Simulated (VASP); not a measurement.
Level of theory: LDA (Ceperley-Alder, Perdew-Zunger), VASP's LDA PAW potentials (set 64) (plane waves; VASP).

Input for VASP

File KPOINTS:
```
Regular mesh
0
Gamma
  15 15 9
```

INCAR:
```
SYSTEM=Co
PREC=Accurate; ENCUT=520; LREAL=F
LASPH=T
EDIFF=1E-6; NELM=100; ALGO=Normal
LMAXMIX=4
ISMEAR=1; SIGMA=0.1
ISPIN=2; MAGMOM=2*1.5
IBRION=2; NSW=60; ISIF=3
EDIFFG=-0.01
LWAVE=F; LCHARG=F; LORBIT=10
```

**POSCAR**
```
Co
1.0
  1.2131157354  -2.1011783019   0.0000000000
  1.2131157354   2.1011783019   0.0000000000
  0.0000000000   0.0000000000   3.9103044046
Co
2
Cartesian
  1.2131157354   0.7003941681   0.9775761012
  1.2131157354  -0.7003941681   2.9327283035
```

POTCAR, in this order: Co (LDA.64 set). Program: vasp_std.

The run wrote:

**OSZICAR**
```
       N       E                     dE             d eps       ncg     rms          rms(c)
DAV:   1     0.794097552795E+02    0.79410E+02   -0.83223E+03  8308   0.163E+03
DAV:   2    -0.163791836173E+02   -0.95789E+02   -0.88674E+02  8156   0.260E+02
DAV:   3    -0.186258103052E+02   -0.22466E+01   -0.21835E+01  9745   0.566E+01
DAV:   4    -0.186618791333E+02   -0.36069E-01   -0.36057E-01 11756   0.548E+00
DAV:   5    -0.186621616104E+02   -0.28248E-03   -0.28247E-03 10047   0.476E-01    0.164E+01
DAV:   6    -0.166345175124E+02    0.20276E+01   -0.13085E+01  8905   0.772E+01    0.753E+00
DAV:   7    -0.162838224146E+02    0.35070E+00   -0.17690E+00  9360   0.269E+01    0.391E+00
DAV:   8    -0.162638327268E+02    0.19990E-01   -0.15158E-02 11727   0.140E+00    0.215E+00
DAV:   9    -0.162479428579E+02    0.15890E-01   -0.33312E-03 12548   0.888E-01    0.679E-01
DAV:  10    -0.162481950047E+02   -0.25215E-03   -0.24680E-04 10868   0.224E-01    0.476E-01
DAV:  11    -0.162485710910E+02   -0.37609E-03   -0.41320E-04  9970   0.350E-01    0.685E-02
DAV:  12    -0.162485804783E+02   -0.93873E-05   -0.23882E-05 10272   0.581E-02    0.201E-02
DAV:  13    -0.162485784058E+02    0.20725E-05   -0.20118E-06  5998   0.238E-02    0.111E-02
DAV:  14    -0.162485790444E+02   -0.63857E-06   -0.62027E-07  5196   0.130E-02
   1 F= -.16248579E+02 E0= -.16248330E+02  d E =-.162486E+02  mag=     2.9799
```

OUTCAR:
```
------------------------ aborting loop because EDIFF is reached ----------------------------------------
  FORCE on cell =-STRESS in cart. coord.  units (eV):
  Direction    XX          YY          ZZ          XY          YZ          ZX
  --------------------------------------------------------------------------------------
  Total       -0.0049187     -0.0049187     -0.0002739      0.0000000      0.0000000     -0.0000000
  in kB       -0.3953279     -0.3953280     -0.0220176      0.0000000      0.0000000     -0.0000000
  external PRESSURE =      -0.2708911 kB  Pullay stress =       0.0000000 kB
  volume of cell :       19.93
      direct lattice vectors                 reciprocal lattice vectors
     1.213115735 -2.101178302  0.000000000     0.412161829 -0.237961719  0.000000000
     1.213115735  2.101178302  0.000000000     0.412161829  0.237961719  0.000000000
     0.000000000  0.000000000  3.910304405     0.000000000  0.000000000  0.255734566
 POSITION                                       TOTAL-FORCE (eV/Angst)
 -----------------------------------------------------------------------------------
      1.21312      0.70039      0.97758         0.000000     -0.000000      0.000000
      1.21312     -0.70039      2.93273        -0.000000      0.000000      0.000000
 -----------------------------------------------------------------------------------
    total drift:                                0.000022     -0.000006     -0.000030
  FREE ENERGIE OF THE ION-ELECTRON SYSTEM (eV)
  ---------------------------------------------------
  free  energy   TOTEN  =       -16.2485790444 eV

  energy  without entropy=      -16.2478308458  energy(sigma->0) =      -16.24832964

 total charge

# of ion       s       p       d       tot
------------------------------------------
    1        0.525   0.593   7.342   8.460
    2        0.525   0.593   7.342   8.460
--------------------------------------------------
tot          1.050   1.186  14.684  16.920

 magnetization (x)

# of ion       s       p       d       tot
------------------------------------------
    1       -0.013  -0.037   1.532   1.482
    2       -0.013  -0.037   1.532   1.482
--------------------------------------------------
tot         -0.026  -0.074   3.064   2.963

 reached required accuracy - stopping structural energy minimisation
```
(Selected blocks of OUTCAR.)

The compound is Co in the hcp structure. It was relaxed first, which changed the volume by -10 %. The start is the result of an earlier pass.
